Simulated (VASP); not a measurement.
Energy against volume of Li₂O (antifluorite). Calculation: AM05 GGA, VASP's PBE PAW potentials (set 64) (plane waves; VASP 6.6.1).

| V (Å³/atom) | E (eV/atom) |
|---|---|
| 7.670 | -4.76625 |
| 7.914 | -4.77247 |
| 8.159 | -4.77451 |
| 8.404 | -4.77279 |
| 8.649 | -4.76791 |

**Question.** Fit a third-order Birch-Murnaghan equation of state.

**Answer.** 
```json
{
  "volume_per_atom": "8.16 Å³/atom",
  "bulk_modulus": "80.1 GPa",
  "pressure_derivative_of_the_bulk_modulus": "3.57",
  "lattice_constant_a": "4.610 Å"
}
```

The compound is Li2O in the antifluorite structure. It was relaxed first.
